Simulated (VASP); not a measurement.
```
VO2
1.0
    4.54067     0.00000     0.00000
    0.00000     4.54067     0.00000
    0.00000     0.00000     2.80593
V O
2 4
Cartesian
  4.54067   0.00000   0.00000
  2.27033   2.27033   1.40297
  1.35704   1.35704   2.80593
  3.62737   0.91329   1.40297
  0.91329   3.62737   1.40297
  3.18363   3.18363   0.00000
```
Starting moments (μB, in the order of the record's atoms V V O O O O): 1.0 1.0 0.0 0.0 0.0 0.0.

These are PBEsol GGA, VASP's PBE PAW potentials (set 64) (plane waves; VASP 6.6.1) values and carry that method's errors. Run with 520 eV cut-off, 8×8×12 Γ-centred mesh, tetrahedra with Blöchl corrections, potentials V_sv O.

The moments were started parallel, and other spin orders were not tried in this run.

Q: Estimate the cell moment, energy per atom (σ→0), band gap (on the k-mesh) with the smallest direct gap where there is one.

A: 
```yaml
band gap (on the k-mesh): none (metal, semimetal or under 0.01 eV)
cell_moment: 2.00 μB
energy per atom (σ→0): -9.106 eV/atom
```

Q: Give the moment on each site (PAW-sphere projection).

A: 
| site | moment (μB) |
|---|---|
| V1 | 1.02 |
| V2 | 1.02 |
| O3 | -0.04 |
| O4 | -0.04 |
| O5 | -0.04 |
| O6 | -0.04 |

Only differences to runs with the same potentials and settings are physical.

The structure was generated: VO2 was put into the rutile type (P4_2/mnm), which need not be its known phase. It was relaxed first.
